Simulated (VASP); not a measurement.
All values below come from PBE GGA with D3 dispersion (Becke-Johnson damping), VASP's PBE PAW potentials (set 64) (plane waves; VASP).

VASP ran on this input.

**INCAR**
```
! general
SYSTEM  = Dy
PREC    = Accurate
ENCUT   = 520
LREAL   = .False.
LASPH   = .True.

! electronic loop
EDIFF   = 1E-7
NELM    = 100
ALGO    = Normal
LMAXMIX = 6

! smearing
ISMEAR  = 1
SIGMA   = 0.1

! functional
GGA     = PE
IVDW    = 12

! ions
IBRION  = 2
NSW     = 30
ISIF    = 4
EDIFFG  = -0.01

! output
LWAVE   = .False.
LCHARG  = .False.
```

**KPOINTS**
```
kpoints
0
Gamma
 12 12 7
0 0 0
```

POSCAR:
```
Dy
1.0
  1.7654383474  -3.0578287215   0.0000000000
  1.7654383474   3.0578287215   0.0000000000
  0.0000000000   0.0000000000   5.4588944907
Dy
2
Cartesian
  1.7654383474   1.0192782791   1.3647236227
  1.7654383474  -1.0192782791   4.0941708680
```

POTCAR, in this order: Dy_3 (PBE.64 set). Program: vasp_std.

Question: What will the output report for the number of irreducible k-points (NKPTS), largest plane-wave count, number of space-group operations, FFT grid (NGX, NGY, NGZ)?

Answer: 
The number of irreducible k-points (NKPTS) is 76 and the largest plane-wave count comes out as 1622. The number of space-group operations is 24 and the FFT grid (NGX, NGY, NGZ) is 28 × 28 × 42.

The compound is Dy in the hcp structure. This cell is one point of a volume scan, at 0.97 of the reference volume. Symmetry was kept, so distortions that lower it aren't found. The 4f electrons are frozen in the core of the lanthanide potential, so 4f levels, which can set the real gap, and their magnetism are missing.
